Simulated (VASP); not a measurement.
Here is a VASP 6.6.1 calculation.

The input INCAR:

```
PREC = Accurate
ENCUT = 600
EDIFF = 1E-7
ISMEAR = 1
SIGMA = 0.1
LREAL = False
LASPH = True
NELM = 80
ALGO = Normal
ISIF = 3
LWAVE = False
LCHARG = False
GGA = CA
IBRION = 2
NSW = 90
EDIFFG = -0.005
```

File KPOINTS:

```
Automatic mesh
0
Gamma
  14 14 14
```

POSCAR

```
AlCo                                    
1.0
    2.7949509672      0.0000000000      0.0000000000
   -0.0000000000      2.7949509672      0.0000000000
   -0.0000000000     -0.0000000000      2.7949509672
  Al              Co            
     1     1
Direct
     0.0000000000000000    0.0000000000000000    0.0000000000000000
     0.5000000000000000    0.5000000000000000    0.5000000000000000
```

Potentials or basis: VASP PAW LDA potentials, release 64 (Al, Co).

Command:

```bash
$ cat potpaw_LDA.64/Al/POTCAR potpaw_LDA.64/Co/POTCAR > POTCAR
$ mpirun -np 1 vasp_std > vasp.out
```

Task: Predict the band gap on the k mesh.

Result: None (metal or under the smearing width).

Final structure:
```xyz
2
Lattice="2.7950 0.0000 0.0000 0.0000 2.7950 0.0000 0.0000 0.0000 2.7950" Properties=species:S:1:pos:R:3 pbc="T T T"
Al    0.0000    0.0000    0.0000
Co    1.3975    1.3975    1.3975
```

Caveat: the relaxation stopped at its first step, so nothing moved. Spin polarisation is off, so any magnetic state and its effect on volume and gap are missing.
